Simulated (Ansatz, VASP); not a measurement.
# Ni (Ni(100), 5 layers): VASP beside Ansatz, part 2 of 3

One calculation is typed for both programs; each brings its own data sets. How far apart do they land? Of the first pair: The structure shown is the start of the Ansatz relaxation below; VASP solves that cell, so the two are compared at the walk's first step.

VASP 6.6.1 and Ansatz 0.2.0.

So far: The starting structure; Ansatz: relaxation, PBE.

### 3. VASP: single point, PBE, start cell, pair 1

Level of this step: PBE, spin-polarised from a ferromagnetic start; plane waves and PAW (Ni) (VASP).

The same cell, functional, mesh and smearing now go to VASP, with its own data sets.

Lines of VASP's logs that name or quote its potential files are left out, and so is its time.

The input, INCAR:

```
SYSTEM = Ni
PREC = Accurate
ENCUT = 520
EDIFF = 1E-06
NELM = 200
ISMEAR = -1
SIGMA = 0.1
LREAL = .FALSE.
ALGO = Normal
GGA = PE
NBANDS = 36
ISPIN = 2
MAGMOM = 0.77 0.69 0.68 0.69 0.77
LASPH = .TRUE.
LMAXMIX = 4
LORBIT = 11
LWAVE = .FALSE.
LCHARG = .FALSE.
ISIF = 2
LDIPOL = .TRUE.
IDIPOL = 3
DIPOL = 0.5 0.5 0.5
LVHAR = .TRUE.
GGA_COMPAT = .FALSE.
NELMDL = -8
KPAR = 2
```

The input, POSCAR:

```
Ni
1.0
    2.4890158698      0.0000000000      0.0000000000
    0.0000000000      2.4890158698      0.0000000000
    0.0000000000      0.0000000000     23.0400000000
Ni
5
Direct
    0.0000000000      0.0000000000      0.3472222222
    0.5000000000      0.5000000000      0.4236111111
    0.0000000000      0.0000000000      0.5000000000
    0.5000000000      0.5000000000      0.5763888889
    0.0000000000      0.0000000000      0.6527777778
```

The input, KPOINTS:

```
Automatic mesh
0
Gamma
12 12 1
0 0 0
```

PAW data sets: Ni (PBE family, release 64).

Launch:

```bash
$ mpirun -np 2 vasp_std
```

Numbers of over 12 decimals in the logs are rounded to 6 here.

Log:

```text
[banner, memory and clock lines left out]
running    2 mpi-ranks, on    1 nodes
 distrk:  each k-point on    1 cores,    2 groups
 distr:  one band on    1 cores,    1 groups

 POSCAR found type information on POSCAR Ni
 POSCAR found :  1 types and       5 ions
 LDA part: xc-table for (Slater+PW92), standard interpolation
 POSCAR, INCAR and KPOINTS ok, starting setup
 FFT: planning ... GRIDC
 FFT: planning ... GRID_SOFT
 FFT: planning ... GRID
 WAVECAR not read
 entering main loop
       N       E                     dE             d eps       ncg     rms          rms(c)
DAV:   1     0.348593727217E+03    0.34859E+03   -0.22183E+04  4032   0.151E+03
DAV:   2    -0.575324381796E+01   -0.35435E+03   -0.33614E+03  4044   0.322E+02
DAV:   3    -0.300416671222E+02   -0.24288E+02   -0.22949E+02  4372   0.118E+02
DAV:   4    -0.304244488103E+02   -0.38278E+00   -0.38217E+00  4420   0.165E+01
DAV:   5    -0.304349667626E+02   -0.10518E-01   -0.10518E-01  6072   0.168E+00
DAV:   6    -0.304350598850E+02   -0.93122E-04   -0.93122E-04  4820   0.172E-01
DAV:   7    -0.304350640861E+02   -0.42011E-05   -0.42013E-05  5884   0.295E-02
DAV:   8    -0.304350641931E+02   -0.10703E-06   -0.10695E-06  3120   0.431E-03    0.208E+01
DAV:   9    -0.323037020647E+02   -0.18686E+01   -0.47348E+01  4636   0.116E+02    0.332E+01
DAV:  10    -0.322425607302E+02    0.61141E-01   -0.60500E+01  4644   0.133E+02    0.275E+01
DAV:  11    -0.289478991075E+02    0.32947E+01   -0.15483E+01  5972   0.626E+01    0.245E+01
DAV:  12    -0.259827480981E+02    0.29652E+01   -0.63866E+00  4796   0.529E+01    0.118E+01
DAV:  13    -0.264422970049E+02   -0.45955E+00   -0.52553E+00  5580   0.423E+01    0.181E+01
DAV:  14    -0.256650929279E+02    0.77720E+00   -0.62333E+00  4768   0.330E+01    0.605E+00
[...]
DAV:  34    -0.257588583433E+02   -0.44826E-04   -0.17269E-06  3056   0.108E-02    0.224E-03
DAV:  35    -0.257588801963E+02   -0.21853E-04   -0.56859E-07  2928   0.430E-03    0.235E-03
DAV:  36    -0.257588987176E+02   -0.18521E-04   -0.27960E-07  2880   0.322E-03    0.230E-03
DAV:  37    -0.257589132332E+02   -0.14516E-04   -0.14963E-07  2812   0.320E-03    0.877E-04
DAV:  38    -0.257589175617E+02   -0.43285E-05   -0.20758E-08  2780   0.139E-03    0.104E-03
DAV:  39    -0.257589204643E+02   -0.29026E-05   -0.97335E-09  2708   0.127E-03    0.569E-04
DAV:  40    -0.257589220906E+02   -0.16264E-05   -0.16846E-08  2788   0.124E-03    0.258E-04
DAV:  41    -0.257589228035E+02   -0.71283E-06   -0.10631E-08  2708   0.768E-04
   1 F= -.25758923E+02 E0= -.25609424E+02  d E =-.298998E+00  mag=     3.3316
```

OUTCAR, selected parts (step 3):

```text
ion  position               nearest neighbor table
   1  0.000  0.000  0.347-   2 2.49   2 2.49   2 2.49   2 2.49
   2  0.500  0.500  0.424-   1 2.49   3 2.49   1 2.49   3 2.49   1 2.49   3 2.49   1 2.49   3 2.49

  LATTYP: Found a simple tetragonal cell.
 ALAT       =     2.4890158698
 C/A-ratio  =     9.2566705900

 Subroutine GETGRP returns: Found 16 space group operations
 (whereof 16 operations were pure point group operations)

The static configuration has the point symmetry D_4h.

 Found     28 irreducible k-points:

   k-points           NKPTS =     28   k-points in BZ     NKDIM =     28   number of bands    NBANDS=     36

   dimension x,y,z NGX =    20 NGY =   20 NGZ =  180
   dimension x,y,z NGXF=    40 NGYF=   40 NGZF=  360

   ENCUT  =  520.0 eV  38.22 Ry    6.18 a.u.   4.63  4.63 42.84*2*pi/ulx,y,z

   NELECT =      50.0000    total number of electrons

 k-points in reciprocal lattice and weights: Automatic mesh
   0.00000000  0.00000000  0.00000000       0.007
   0.08333333  0.00000000  0.00000000       0.028
   0.16666667  0.00000000  0.00000000       0.028
   0.25000000  0.00000000  0.00000000       0.028
   0.33333333  0.00000000  0.00000000       0.028
   0.41666667  0.00000000  0.00000000       0.028
   0.50000000  0.00000000  0.00000000       0.014
   0.08333333  0.08333333  0.00000000       0.028
   0.16666667  0.08333333  0.00000000       0.056
[...]
0.50000000  0.41666667  0.00000000       0.028
   0.50000000  0.50000000  0.00000000       0.007

 dipolmoment           0.000000      0.000000     -0.000000 electrons x Angstroem

 average (electrostatic) potential at core
       1 -90.4386       2 -90.7625       3 -90.7626       4 -90.7625       5 -90.4386

 E-fermi :   0.6132

 spin component 1
 k-point     1 :       0.0000    0.0000    0.0000
  band No.  band energies     occupation
    ...
     25      -0.1804      0.99964
     26      -0.0106      0.99805
     27       0.0588      0.99610
     28       0.0878      0.99480
     29       0.0878      0.99480
     30       1.1128      0.00672
     31       2.4462      0.00000
     32       5.3032      0.00000
     33       5.6393      0.00000
     34       6.5119      0.00000
    ...

 k-point     2 :       0.0833    0.0000    0.0000
  band No.  band energies     occupation
    ...
     25      -0.0871      0.99909
     26      -0.0732      0.99896
     27       0.0052      0.99772
     28       0.0289      0.99711
     29       0.1056      0.99379
     30       1.4998      0.00014
     31       2.8784      0.00000
     32       5.4713      0.00000
     33       5.8233      0.00000
     34       6.6755      0.00000
    ...

 k-point     3 :       0.1667    0.0000    0.0000
  band No.  band energies     occupation
    ...
     25      -0.1761      0.99963
     26      -0.1203      0.99935
     27       0.0486      0.99648
     28       0.0883      0.99477
     29       0.5491      0.65483
     30       2.2907      0.00000
     31       3.8375      0.00000
     32       5.9725      0.00000
     33       6.3747      0.00000
     34       7.1623      0.00000
    ...

 k-point     4 :       0.2500    0.0000    0.0000
  band No.  band energies     occupation
    ...
     24      -0.2883      0.99988
     25      -0.2283      0.99978
     26      -0.0888      0.99911
     27       0.0174      0.99742
     28       0.0627      0.99595
     29       1.2169      0.00238
     30       3.2414      0.00000
     31       5.0127      0.00000
     32       6.7879      0.00000
     33       7.2855      0.00000
    ...

 k-point     5 :       0.3333    0.0000    0.0000
  band No.  band energies     occupation
    ...
     24      -0.1386      0.99946
     25      -0.1178      0.99933
     26      -0.0276      0.99835
     27       0.0370      0.99686
     28       0.0853      0.99493
     29       1.9404      0.00000
     30       4.1091      0.00000
     31       6.0149      0.00000
     32       6.0726      0.00000
     33       7.5068      0.00000
    ...

 k-point     6 :       0.4167    0.0000    0.0000
  band No.  band energies     occupation
    ...
     24      -0.0219      0.99826
     25       0.0005      0.99782
     26       0.2427      0.97598
     27       0.3946      0.89898
     28       0.6024      0.52693
     29       2.3140      0.00000
     30       3.1721      0.00000
     31       5.2862      0.00000
     32       5.5117      0.00000
     33       7.3244      0.00000
    ...

  Total       -2.0604515     -2.0604515     -0.9268491      0.0000000      0.0000000     -0.0000000
  in kB      -23.1278458    -23.1278458    -10.4035560      0.0000000      0.0000000     -0.0000000
  external PRESSURE =     -18.8864159 kB  Pullay stress =       0.0000000 kB

  energy-cutoff  :      520.00
  volume of cell :      142.74
      direct lattice vectors                 reciprocal lattice vectors
     2.489015870  0.000000000  0.000000000     0.401765217  0.000000000  0.000000000
     0.000000000  2.489015870  0.000000000     0.000000000  0.401765217  0.000000000
     0.000000000  0.000000000 23.040000000     0.000000000  0.000000000  0.043402778

 POSITION                                       TOTAL-FORCE (eV/Angst)
 -----------------------------------------------------------------------------------
      0.00000      0.00000      8.00000         0.000000     -0.000000      0.309420
      1.24451      1.24451      9.76000        -0.000000     -0.000000     -0.356331
      0.00000      0.00000     11.52000         0.000000     -0.000000      0.000000
      1.24451      1.24451     13.28000         0.000000      0.000000      0.356331
      0.00000      0.00000     15.04000        -0.000000     -0.000000     -0.309420
 -----------------------------------------------------------------------------------
    total drift:                               -0.000000     -0.000000     -0.000000

  FREE ENERGIE OF THE ION-ELECTRON SYSTEM (eV)
  ---------------------------------------------------
  free  energy   TOTEN  =       -25.7589228035 eV

  energy  without entropy=      -25.4599250318  energy(sigma->0) =      -25.60942392

 vacuum level on the upper side and lower side of the slab         5.502         5.502

 total charge
# of ion       s       p       d       tot
------------------------------------------
    1        0.470   0.335   8.315   9.121
    2        0.493   0.493   8.311   9.298
    3        0.497   0.497   8.313   9.307
    4        0.493   0.493   8.311   9.298
    5        0.470   0.335   8.315   9.121
--------------------------------------------------
tot          2.423   2.154  41.567  46.144

 magnetization (x)
# of ion       s       p       d       tot
------------------------------------------
    1       -0.002  -0.016   0.754   0.736
    2       -0.007  -0.024   0.674   0.643
    3       -0.007  -0.024   0.674   0.643
    4       -0.007  -0.024   0.674   0.643
    5       -0.002  -0.016   0.754   0.736
--------------------------------------------------
tot         -0.024  -0.104   3.530   3.402

[... 6 further parts left out ...]
```

### 4. Differences

Known differences besides the potentials themselves: VASP starts from the moments at which Ansatz ended; the data sets hold 90 valence electrons in Ansatz (on its default PAW (the set named soft_2) files) and 50 in VASP; the cutoff is 420 eV in Ansatz and 520 eV in VASP. Total energies have different zeros and are not compared.

Forces (eV/Å; atoms numbered as in POSCAR):

```
atom        Ansatz x, y, z          VASP x, y, z
 Ni1   0.000, 0.000, 0.318   0.000, 0.000, 0.309
 Ni2  0.000, 0.000, -0.368  0.000, 0.000, -0.356
 Ni3   0.000, 0.000, 0.000   0.000, 0.000, 0.000
 Ni4   0.000, 0.000, 0.368   0.000, 0.000, 0.356
 Ni5  0.000, 0.000, -0.318  0.000, 0.000, -0.309
```

The forces differ by 5.2 meV/Å r.m.s., which is 3.0 % of the r.m.s. force of 0.172 eV/Å (both taken over all components). Moments aren't recorded for both runs of this pair, so they may hold unlike magnetic states. With vacuum in the cell, a pressure given here is an average over mostly empty space and none of the material.

### 5. Ansatz: relaxation, PBE

This run makes the geometry at which the two programs are then compared.

The structure compared here is the end of the Ansatz relaxation.

The input, input.yaml:

```yaml
crystal:
  lattice:
    - [2.4890158698, 0.0, 0.0]
    - [0.0, 2.4890158698, 0.0]
    - [0.0, 0.0, 23.04]
  atoms:
    - { symbol: Ni, position: [0.0, 0.0, 0.3472222222], spin: 0.7 }
    - { symbol: Ni, position: [0.5, 0.5, 0.4236111111], spin: 0.7 }
    - { symbol: Ni, position: [0.0, 0.0, 0.5], spin: 0.7 }
    - { symbol: Ni, position: [0.5, 0.5, 0.5763888889], spin: 0.7 }
    - { symbol: Ni, position: [0.0, 0.0, 0.6527777778], spin: 0.7 }
magnetization:
  spin_polarized: true
kpoints:
  mp_grid: { grid: [12, 12, 1] }
hamiltonian:
  xc: pbe
scf:
  occupations: { method: fermi_dirac, width: 0.1 }
  convergence: { dr2_threshold: 1.0e-08 }
efield:
  axis: 3
  dipole_correction: true
  ramp_position: 0.97
  ramp_width: 0.04
relax:
  f_tol: 0.01
  constraints: [{ sites: [2] }]
output:
  write_potential: true
  write_density: true
  volumetric_format: npy
```

Launch:

```bash
$ ansatz run input.yaml --threads 8 --pin off --max-ram 16384MiB --backend cpu --events-out ev --progress --plain --runs-dir out
```

Log:

```text
[...]
Crystal: 5 atoms, lattice volume = 142.737 Å³
Basis set: ecut = 420 eV, 2789 PW (Γ), exchange–correlation on 36×36×320 points (8 copies of the dense FFT grid, shifted against one another)
Bands: 57, of which v1, the nominal top of the filled ones, is band 45 counted from 1 (44 counted from 0)
[...]
F+E_penalty+E_count = -29197.00393183 eV   max|allowed force component| = 3.018e-4 eV/Å
  atoms:
    - { symbol: Ni, position: [0, 0.0, 0.349335] }
    - { symbol: Ni, position: [0.5, 0.5, 0.422988] }
    - { symbol: Ni, position: [0.0, 0.0, 0.5] }
    - { symbol: Ni, position: [0.5, 0.5, 0.577012] }
    - { symbol: Ni, position: [0, 0.0, 0.650665] }
[key lines of the parts left out:]
SCF converged after 11 iterations
Magnetization: 3.4004 μB (46.7002 up, 43.2998 down)
Free energy (F): -29197.003932 eV
Fermi energy:    3.958008 eV
Dipole field:    D = -0.000022 V/Å  (p = -0.000017 e·Å, saw-weighted, corrected)
Work function:   Φ+ = 4.9048 eV   Φ− = 4.9044 eV
```

### 6. VASP: single point, PBE, relaxed cell, pair 2

The same cell, functional, mesh and smearing now go to VASP, with its own data sets.

INCAR is that of step 3.

The input, POSCAR:

```
Ni
1.0
    2.4890158698      0.0000000000      0.0000000000
    0.0000000000      2.4890158698      0.0000000000
    0.0000000000      0.0000000000     23.0400000000
Ni
5
Direct
    0.0000000000      0.0000000000      0.3493348219
    0.5000000000      0.5000000000      0.4229878892
    0.0000000000      0.0000000000      0.5000000000
    0.5000000000      0.5000000000      0.5770121108
    0.0000000000      0.0000000000      0.6506651782
```

KPOINTS is that of step 3.

Launch:

```bash
$ mpirun -np 2 vasp_std
```

Log:

```text
[... set-up lines as in an earlier step ...]
 entering main loop
       N       E                     dE             d eps       ncg     rms          rms(c)
DAV:   1     0.349593519247E+03    0.34959E+03   -0.22206E+04  4032   0.151E+03
DAV:   2    -0.573336212064E+01   -0.35533E+03   -0.33680E+03  4044   0.323E+02
DAV:   3    -0.300639045782E+02   -0.24331E+02   -0.23025E+02  4380   0.119E+02
DAV:   4    -0.304442476625E+02   -0.38034E+00   -0.37974E+00  4424   0.164E+01
[...]
DAV:  39    -0.257794553142E+02   -0.14208E-05   -0.78233E-09  2712   0.696E-04    0.857E-04
DAV:  40    -0.257794576814E+02   -0.23672E-05   -0.26037E-08  2836   0.171E-03    0.259E-04
DAV:  41    -0.257794582826E+02   -0.60121E-06   -0.67561E-09  2736   0.416E-04
   1 F= -.25779458E+02 E0= -.25634144E+02  d E =-.290629E+00  mag=     3.3235
```

OUTCAR, selected parts (step 6):

```text
  Total       -1.4227237     -1.4227237      0.0028275      0.0000000      0.0000000     -0.0000000
  in kB      -15.9695739    -15.9695739      0.0317374      0.0000000      0.0000000     -0.0000000
  external PRESSURE =     -10.6358035 kB  Pullay stress =       0.0000000 kB

 POSITION                                       TOTAL-FORCE (eV/Angst)
 -----------------------------------------------------------------------------------
      0.00000      0.00000      8.04867         0.000000      0.000000     -0.004118
      1.24451      1.24451      9.74564        -0.000000     -0.000000      0.006898
      0.00000      0.00000     11.52000         0.000000     -0.000000      0.000000
      1.24451      1.24451     13.29436        -0.000000     -0.000000     -0.006898
      0.00000      0.00000     14.99133        -0.000000      0.000000      0.004118
 -----------------------------------------------------------------------------------
    total drift:                               -0.000000      0.000000     -0.000001

  FREE ENERGIE OF THE ION-ELECTRON SYSTEM (eV)
  ---------------------------------------------------
  free  energy   TOTEN  =       -25.7794582826 eV

  energy  without entropy=      -25.4888292142  energy(sigma->0) =      -25.63414375

 magnetization (x)
# of ion       s       p       d       tot
------------------------------------------
    1       -0.002  -0.017   0.751   0.731
    2       -0.007  -0.024   0.674   0.643
    3       -0.007  -0.024   0.670   0.639
    4       -0.007  -0.024   0.674   0.643
    5       -0.002  -0.017   0.751   0.731
--------------------------------------------------
tot         -0.025  -0.106   3.519   3.388

[... 2 parts as in an earlier step ...]

[... 1 further part left out ...]
[key lines of the parts left out:]
E-fermi :   0.6127
```

### 7. Comparison

What differs besides the data sets and the points named for the pairs above, as far as they apply: the data sets hold 90 valence electrons in Ansatz (on its default PAW (the set named soft_2) files) and 50 in VASP; site moments are counted in spheres of each program's own size. Total energies have different zeros and are not compared.

The two programs side by side:

```csv
quantity,Ansatz,VASP,difference
total moment (μB),3.40,3.32,+0.08
moment on Ni1 (μB),0.77,0.73,+0.04
moment on Ni5 (μB),0.77,0.73,+0.04
moment on Ni4 (μB),0.69,0.64,+0.05
moment on Ni2 (μB),0.69,0.64,+0.05
moment on Ni3 (μB),0.68,0.64,+0.04
"work function, lower of the two faces (eV)",4.90,4.89,+0.02
"work function, higher of the two faces (eV)",4.90,4.89,+0.02
```

At this near-relaxed geometry the largest component of a force difference is 7 meV/Å. With vacuum in the cell, a pressure given here is an average over mostly empty space and none of the material.

### 8. Ansatz: relaxation, PBE

This run makes the geometry at which the two programs are then compared. This pair takes another cell of the material, with 7 atoms against 5 for the pair before.

The structure compared here is the end of the Ansatz relaxation.

input.yaml, the sections that differ from step 5:

```yaml
crystal:
  lattice:
    - [3.52, 0.0, 0.0]
    - [0.0, 2.4890158698, 0.0]
    - [0.0, 0.0, 23.4670476093]
  atoms:
    - { symbol: Ni, position: [0.0, 0.0, 0.3409035569], spin: 0.7 }
    - { symbol: Ni, position: [0.5, 0.5, 0.3939357046], spin: 0.7 }
    - { symbol: Ni, position: [0.0, 0.0, 0.4469678523], spin: 0.7 }
    - { symbol: Ni, position: [0.5, 0.5, 0.5], spin: 0.7 }
    - { symbol: Ni, position: [0.0, 0.0, 0.5530321477], spin: 0.7 }
    - { symbol: Ni, position: [0.5, 0.5, 0.6060642954], spin: 0.7 }
    - { symbol: Ni, position: [0.0, 0.0, 0.6590964431], spin: 0.7 }
kpoints:
  mp_grid: { grid: [8, 12, 1] }
relax:
  f_tol: 0.01
  constraints: [{ sites: [2, 3, 4] }]
# magnetization, hamiltonian, scf, efield, output: as in step 5
```

Launch:

```bash
$ ansatz run input.yaml --threads 8 --pin off --max-ram 16384MiB --backend cpu --events-out ev --progress --plain --runs-dir out
```

Log:

```text
[...]
Crystal: 7 atoms, lattice volume = 205.603 Å³
Basis set: ecut = 420 eV, 4005 PW (Γ), exchange–correlation on 48×36×320 points (8 copies of the dense FFT grid, shifted against one another)
Bands: 79, of which v1, the nominal top of the filled ones, is band 63 counted from 1 (62 counted from 0)
[...]
- { symbol: Ni, position: [0.500000, 0.5, 0.392103] }
    - { symbol: Ni, position: [0.0, 0.0, 0.446968] }
    - { symbol: Ni, position: [0.500000, 0.5, 0.5] }
    - { symbol: Ni, position: [0.0, 0.0, 0.5530321477] }
    - { symbol: Ni, position: [0.500000, 0.5, 0.607897] }
    - { symbol: Ni, position: [1.339606694720397e-18, 0, 0.655477] }
[key lines of the parts left out:]
SCF converged after 11 iterations
Magnetization: 4.7839 μB (65.3919 up, 60.6081 down)
Free energy (F): -40875.727506 eV
Fermi energy:    3.917388 eV
Dipole field:    D = 0.000005 V/Å  (p = 0.000005 e·Å, saw-weighted, corrected)
Work function:   Φ+ = 4.5535 eV   Φ− = 4.5536 eV
```

(Part 2 of 3 ends here.)

[Lines on the potential files, build, host, timing and source positions are cut from VASP's logs without a mark.]

[Logs are printed without paths, hosts, clocks, repeated set-up lines and the standing remarks that a program may print on its own settings, such as how far it seeks lower states.]

[Hosts, paths, dates, database ids (printed as entryN), source tags and the programs' standing remarks are cut or masked in the printed files.]
